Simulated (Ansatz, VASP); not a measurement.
# Zn (Zinc) in two plane-wave programs

Wanted: the spread between two codes on one cell, functional and k mesh. The structure shown comes from an earlier Ansatz run, which isn't shown and may have moved the atoms alone.

Main program and level: Ansatz 0.2.0; plane waves, with VASP 6.6.1 beside it; elastic constants at PBEsol.

### 1. Set-up

The structure is hexagonal, space group P6_3/mmc (No. 194). Conventional cell: a = 2.610 Å, b = 2.610 Å, c = 4.725 Å, α = 90.00°, β = 90.00°, γ = 120.00°. Zn has 12 Zn at 2.61 to 2.80 Å nearest.

### 2. Ansatz: elastic constants, PBEsol, pair 1

Ansatz runs on its default PAW (the set named soft_2) files.

Elastic constants are differences of stresses under small strains, so they test the stress and the mesh.

Contents of input.yaml:

```yaml
crystal:
  lattice:
    - [2.6099197806, 0.0, 0.0]
    - [-1.3049598903, 2.2602568319, 0.0]
    - [0.0, 0.0, 4.7251981031]
  atoms:
    - { symbol: Zn, position: [0.3333333333, 0.6666666667, 0.25] }
    - { symbol: Zn, position: [0.6666666667, 0.3333333333, 0.75] }
kpoints:
  mp_grid: { grid: [4, 4, 4] }
hamiltonian:
  xc: pbesol
scf:
  occupations: { method: methfessel_paxton, width: 0.25 }
output:
  forces: true
  stress: true
  eigenvalues: true
elastic:
  mode: relaxed_ion
  stencil: two_point
  amplitude: 0.01
```

Started as:

```bash
ansatz run input.yaml --threads 4 --pin off --max-ram 16384MiB --backend cpu --events-out ev --progress --plain --runs-dir out
```

Numbers of over 12 decimals in the logs are rounded to 6 here.

Output:

```text
Engine: ansatz 0.2.0, aarch64-unknown-linux-gnu
Pseudopotentials: kind: paw
Pseudopotential: Zn, paw, valence charge 12, recommended cutoff 420 eV (normal), Zn.paw.azcp
Functional definition: PBEsol
  exchange = pbesol_x
  correlation = pbesol_c
Crystal: 2 atoms, lattice volume = 27.874 Å³
Basis set: ecut = 420 eV, 561 PW (Γ), exchange–correlation on 36×36×64 points (8 copies of the dense FFT grid, shifted against one another)
Bands: 16, of which v1, the nominal top of the filled ones, is band 12 counted from 1 (11 counted from 0)
Symmetry: 24 space group operations
Space group: P63/mmc (ITA 194), of the structure as read, at distance tolerance 3.0e-5 Å
k-points: 12 of 64
Non-local potential: Zn, projectors of the file, l = 0: 2, l = 1: 2, l = 2: 3, l = 3: 1
PAW form: soft (Blöchl's): semilocal exchange-correlation on the pseudo side does not see the compensation charge
PAW frozen core: Zn, regenerated for the run's functional, and the local potential with it (the file was generated under x = pbe(κ = 0.804, μ = 0.219515), c = pbe(β = 0.066725))
PAW one-centre angular grid: Zn, 590 points (default); XC on 64 Gauss nodes
Initial density: superposition of atomic densities (neutral atoms: chi_scale 0, normalization atom), corrected by the library's trained network
Initial wavefunctions: pseudopotential atomic-orbital guess
Functional: x = pbesol(κ = 0.804, μ = 0.123457), c = pbesol(β = 0.046)
SCF iter   1: F=—  HF=-6562.092983 eV  |F-HF|=—  |Δ(HF+E_count)|=         —  Δρ=5.43e-3  dr2=5.42e-3  ethr=1.77e-3  ⟨swp⟩=4.8  Hψ=909  notcnv=0
preconditioner: auto → none  [insulator: Δε(μ)=1.061 eV  Ē_g=13.705 eV  σ=0.250 eV  W_gap=0.92  n_scr=4 (ndim 8)  ℏωp=34.5 eV  f_vac=0.000  D(μ)=0.68/eV (n_scr^D=2)  ε∞_Penn≈7.3]
SCF iter   2: F=—  HF=-6562.092090 eV  |F-HF|=—  |Δ(HF+E_count)|=   8.93e-4  S|Δr|=    0.00e0  Δρ=2.72e-3  dr2=1.14e-3  ethr=2.26e-5  ⟨swp⟩=2.0  Hψ=428  notcnv=0
SCF iter   3: F=—  HF=-6562.091430 eV  |F-HF|=—  |Δ(HF+E_count)|=   6.60e-4  S|Δr|=    0.00e0  Δρ=7.38e-4  dr2=1.36e-4  ethr=4.74e-6  ⟨swp⟩=2.0  Hψ=325  notcnv=0
SCF iter   4: F=—  HF=-6562.091397 eV  |F-HF|=—  |Δ(HF+E_count)|=   3.31e-5  S|Δr|=    0.00e0  Δρ=8.50e-5  dr2=1.13e-6  ethr=5.66e-7  ⟨swp⟩=2.2  Hψ=285  notcnv=0
SCF iter   5: F=—  HF=-6562.091412 eV  |F-HF|=—  |Δ(HF+E_count)|=   1.54e-5  S|Δr|=    0.00e0  Δρ=8.85e-6  dr2=6.33e-9  ethr=4.72e-9  ⟨swp⟩=2.3  Hψ=305  notcnv=0
SCF iter   6: F=—  HF=-6562.091412 eV  |F-HF|=—  |Δ(HF+E_count)|=   3.81e-9  S|Δr|=    0.00e0  Δρ=7.81e-7  dr2=5.29e-11  ethr=2.64e-11  ⟨swp⟩=2.0  Hψ=336  notcnv=0
SCF iter   7: F=—  HF=-6562.091412 eV  |F-HF|=—  |Δ(HF+E_count)|=  3.64e-11  S|Δr|=    0.00e0  Δρ=1.75e-7  dr2=3.85e-12  ethr=2.21e-13 (applied; sched 1.00e-12)  ⟨swp⟩=2.4  Hψ=347  notcnv=0
SCF iter   8: F=-6562.091412 eV  HF=-6562.091412 eV  |F-HF|=1.82e-12  |Δ(HF+E_count)|=  3.64e-12  S|Δr|=    0.00e0  Δρ=1.41e-9  dr2=3.82e-16  ethr=1.00e-12  ⟨swp⟩=4.1  Hψ=920  notcnv=0
SCF 1 converged in 8 iterations: F = -6562.091412 eV  dr2 = 3.82e-16
  greatest PAW one-centre occupation: 0.981 electrons in one spin orbital (limit 2), on the Zn atom at site 1 (counted from 0), in its partial waves of l = 2
Crystal: 2 atoms, lattice volume = 27.596 Å³
Basis set: ecut = 420 eV, 553 PW (Γ), exchange–correlation on 36×36×64 points (8 copies of the dense FFT grid, shifted against one another)
Symmetry: 8 space group operations
k-points: 21 of 64
Initial density: handed on by an earlier stage of this run
Initial wavefunctions: pseudopotential atomic-orbital guess (no wavefunctions were taken with the density)
iter 1 solved again at ethr=5.86e-4 eV; its pass at ethr=3.10e-3 eV (dr2=1.41e-1 eV) is discarded
SCF iter   1: F=—  HF=-6562.143333 eV  |F-HF|=—  |Δ(HF+E_count)|=         —  Δρ=3.84e-2  dr2=1.41e-1  ethr=5.86e-4  ⟨swp⟩=1.0  Hψ=2050  notcnv=0
preconditioner: auto → none  [insulator: Δε(μ)=1.020 eV  Ē_g=13.504 eV  σ=0.250 eV  W_gap=0.85  n_scr=4 (ndim 8)  ℏωp=34.6 eV  f_vac=0.000  D(μ)=0.67/eV (n_scr^D=2)  ε∞_Penn≈7.6]
SCF iter   2: F=—  HF=-6562.104977 eV  |F-HF|=—  |Δ(HF+E_count)|=   3.84e-2  S|Δr|=    0.00e0  Δρ=1.26e-2  dr2=2.16e-2  ethr=5.86e-4  ⟨swp⟩=2.0  Hψ=660  notcnv=0
SCF iter   3: F=—  HF=-6562.090355 eV  |F-HF|=—  |Δ(HF+E_count)|=   1.46e-2  S|Δr|=    0.00e0  Δρ=8.23e-3  dr2=3.71e-3  ethr=8.99e-5  ⟨swp⟩=2.0  Hψ=746  notcnv=0
SCF iter   4: F=—  HF=-6562.089181 eV  |F-HF|=—  |Δ(HF+E_count)|=   1.17e-3  S|Δr|=    0.00e0  Δρ=1.43e-3  dr2=1.32e-4  ethr=1.55e-5  ⟨swp⟩=2.3  Hψ=563  notcnv=0
SCF iter   5: F=—  HF=-6562.089314 eV  |F-HF|=—  |Δ(HF+E_count)|=   1.33e-4  S|Δr|=    0.00e0  Δρ=1.87e-4  dr2=5.03e-6  ethr=5.50e-7  ⟨swp⟩=2.1  Hψ=582  notcnv=0
SCF iter   6: F=—  HF=-6562.089333 eV  |F-HF|=—  |Δ(HF+E_count)|=   1.87e-5  S|Δr|=    0.00e0  Δρ=1.13e-5  dr2=2.08e-8  ethr=2.10e-8  ⟨swp⟩=2.0  Hψ=569  notcnv=0
[...]
SCF 15 converged in 11 iterations: F = -6562.091739 eV  dr2 = 1.17e-15
relax step   1: F+E_penalty+E_count = -6562.09173879 eV  Δ(F+E_penalty+E_count) = +0.000e0 eV  max|allowed force component| = 1.350e-4 eV/Å  Δτ_max = 0.0000 Å  (11 SCF iters, accepted)
[...]
SCF iter   2: F=—  HF=-6562.091739 eV  |F-HF|=—  |Δ(HF+E_count)|=   1.79e-5  S|Δr|=    0.00e0  Δρ=7.16e-7  dr2=6.64e-11  ethr=1.43e-13 (applied; sched 1.00e-12)  ⟨swp⟩=3.5  Hψ=935  notcnv=0
SCF iter   3: F=—  HF=-6562.091739 eV  |F-HF|=—  |Δ(HF+E_count)|=  3.18e-11  S|Δr|=    0.00e0  Δρ=2.89e-7  dr2=8.88e-12  ethr=2.77e-13 (applied; sched 1.00e-12)  ⟨swp⟩=2.0  Hψ=619  notcnv=0
SCF iter   4: F=—  HF=-6562.091739 eV  |F-HF|=—  |Δ(HF+E_count)|=  9.09e-13  S|Δr|=    0.00e0  Δρ=1.75e-7  dr2=2.99e-12  ethr=3.70e-14 (applied; sched 1.00e-12)  ⟨swp⟩=2.0  Hψ=627  notcnv=0
SCF iter   5: F=—  HF=-6562.091739 eV  |F-HF|=—  |Δ(HF+E_count)|=  9.09e-13  S|Δr|=    0.00e0  Δρ=1.25e-7  dr2=1.54e-12  ethr=1.25e-14 (applied; sched 1.00e-12)  ⟨swp⟩=1.0  Hψ=384  notcnv=0
SCF iter   6: F=—  HF=-6562.091739 eV  |F-HF|=—  |Δ(HF+E_count)|=    0.00e0  S|Δr|=    0.00e0  Δρ=8.01e-8  dr2=6.30e-13  ethr=6.41e-15 (applied; sched 1.00e-12)  ⟨swp⟩=1.0  Hψ=384  notcnv=0
SCF iter   7: F=—  HF=-6562.091739 eV  |F-HF|=—  |Δ(HF+E_count)|=  1.82e-12  S|Δr|=    0.00e0  Δρ=3.74e-8  dr2=1.37e-13  ethr=2.62e-15 (applied; sched 1.00e-12)  ⟨swp⟩=2.2  Hψ=637  notcnv=0
SCF iter   8: F=-6562.091739 eV  HF=-6562.091739 eV  |F-HF|=1.82e-12  |Δ(HF+E_count)|=    0.00e0  S|Δr|=    0.00e0  Δρ=2.36e-8  dr2=5.49e-14  ethr=1.00e-12  ⟨swp⟩=4.0  Hψ=1274  notcnv=0
SCF 18 converged in 8 iterations: F = -6562.091739 eV  dr2 = 5.49e-14
SCF converged after 8 iterations
Stability not checked: this state was not tested for a lower state beside it, because cold or Methfessel-Paxton smearing, or corrected tetrahedra, fill the levels in a way that the test cannot read (fill_not_monotonic; see scf.lower_state_search)
Free energy (F): -6562.091412 eV
Harris-Foulkes:  -6562.091412 eV  (|F-HF|=1.82e-12)
Internal energy: -6562.088749 eV  (E = F + TS)
E sigma→0 (E₀):  -6562.090746 eV
Entropy (-TS):   -0.002663 eV (-1.332 meV/atom)
Fermi energy:    11.562661 eV
--- Per-component energies (eV) ---
  E_band       = 120.847197
  E_kinetic    = 263.706584
  E_local      = -2957.010910  (includes V_loc(G=0)·N_el)
  E_nonlocal   = 1222.531862
  E_hartree    = 1239.761686
  E_xc         = -273.828293
  E_vxc        = -108.163635  (∫ρ·V_xc dr)
  E_paw        = -3574.367916  (= ΣΔE_a)
  E_vpaw       = -779.739353  (= ΣTr[D̂ρ^β])
  E_aug_tail   = -0.000723  (compensation charges beyond the density's cutoff)
  E_ewald      = -2484.475749
  E_core_change = 1.594710  (= ΣΔE_core)
  E_smearing   = -0.002663  (= −TS)
  E_closure    = 0.000000  (closes the sum)
  Σ components = -6562.091412   (vs F -6562.091412, Δ=0.00e0)
--- Forces (eV/Å), atoms counted from 1 ---
  atom   1  Zn     0.00000000     0.00000000     0.00000000
  atom   2  Zn    -0.00000000    -0.00000000    -0.00000000
  max |Σ_I F_I| component: 1.85e-17 eV/Å
--- Stress (GPa, compression-positive) ---
       -0.022480       0.000000       0.000000
       -0.000000      -0.022480       0.000000
        0.000000       0.000000      -0.029500
  P = ⅓ Tr σ = -0.0248 GPa (-0.248 kbar)
--- Band table (eV; the first three rows and the last of 12) ---
  k-point 0: bands = [... 8 lower, 4.7990, 5.0766, 5.0766, 8.2647, 9.5906, 27.4327, 30.1697, 30.1697]
  k-point 1: bands = [... 8 lower, 4.8562, 5.0490, 5.0490, 5.8653, 12.9260, 22.9206, 30.5889, 30.5889]
  k-point 2: bands = [... 8 lower, 4.9662, 4.9662, 4.9662, 4.9662, 17.6010, 17.6010, 31.6274, 31.6274]
  k-point 11: bands = [... 8 lower, 5.1429, 5.1429, 9.3268, 9.3268, 16.8840, 16.8840, 17.1617, 17.1617]
--- Elastic constants: 3 strain directions × 2 members + reference (group order 24) ---
  dense FFT box of the reference and of every strained cell: 18×18×32
  strains applied: 11, 33, 23; error gains: componentwise 1.00 (the most a stress slope's error grows in a printed constant), spectral 1.41 (1 for all six strains in a standard setting)
  C = ∂σ_k/∂η_j (tension-positive GPa; Voigt order 11 22 33 23 13 12):
       237.080     73.179     13.237      0.000      0.000     -0.000
        73.179    237.080     13.237      0.000      0.000     -0.000
        13.205     13.205    224.702      0.000     -0.000     -0.000
        -0.000      0.000      0.000    -25.742     -0.000      0.000
        -0.000      0.000     -0.000     -0.000    -25.742     -0.000
         0.000     -0.000      0.000      0.000      0.000     81.950
  reference stress σ⁰ (GPa):      0.022      0.022      0.030     -0.000     -0.000      0.000
  C* (energy form; C + prestress term) asymmetry max|C*_kj − C*_jk| = 2.462e-2 GPa — a small one proves nothing (zero by symmetry where the batch's group is 432, −43m or m−3m); a large one is finite-difference/SCF noise where every solve meets its electron count
  moduli (Voigt/Reuss/Hill, GPa): K = 99.79/98.14/98.97   G = 46.04/-111.96/-32.96   E = -111.23   ν = 0.687
  mechanically stable: NO (min eigenvalue of sym C = -25.74 GPa)
  the stresses are not corrected for the forces that the relaxations left standing (`elastic.f_tol`)
  strain η (Voigt 11):  stress-route row diagonal C_11 = 237.08 GPa, energy-path curvature d²(F+E_count+ΔE)/dδ²/Ω₀ = 236.20 GPa
         δ    σ_11 (GPa)             F (eV)   n_scf  n_hpsi   n_pw
    -1.000e-2      -2.4160       -6562.0893359       7    6302    568   relax 3 steps, max|allowed force component| 3.52e-6 eV/Å
     1.000e-2       2.3256       -6562.0893932       8    6735    576   relax 2 steps, max|allowed force component| 4.16e-5 eV/Å
  strain η (Voigt 33):  stress-route row diagonal C_33 = 224.70 GPa, energy-path curvature d²(F+E_count+ΔE)/dδ²/Ω₀ = 224.43 GPa
         δ    σ_33 (GPa)             F (eV)   n_scf  n_hpsi   n_pw
    -1.000e-2      -2.2914       -6562.0894725       7    3997    568   relax 0 steps, max|allowed force component| 8.33e-17 eV/Å
     1.000e-2       2.2027       -6562.0894915       7    3563    568   relax 0 steps, max|allowed force component| 7.40e-17 eV/Å
  strain η (Voigt 23):  stress-route row diagonal C_44 = -25.74 GPa, energy-path curvature d²(F+E_count+ΔE)/dδ²/Ω₀ = -35.19 GPa
         δ    σ_23 (GPa)             F (eV)   n_scf  n_hpsi   n_pw
    -1.000e-2       0.2574       -6562.0917388       8    7473    568   relax 3 steps, max|allowed force component| 3.82e-6 eV/Å
     1.000e-2      -0.2574       -6562.0917388       8    7483    568   relax 3 steps, max|allowed force component| 3.85e-6 eV/Å
```

[end of part 1 of 3]

[Lines on the potential files, build, host, timing and source positions are cut from VASP's logs without a mark.]

[Logs are printed without paths, hosts, clocks, repeated set-up lines and the standing remarks that a program may print on its own settings, such as how far it seeks lower states.]

[Hosts, paths, dates, database ids (printed as entryN), source tags and the programs' standing remarks are cut or masked in the printed files.]
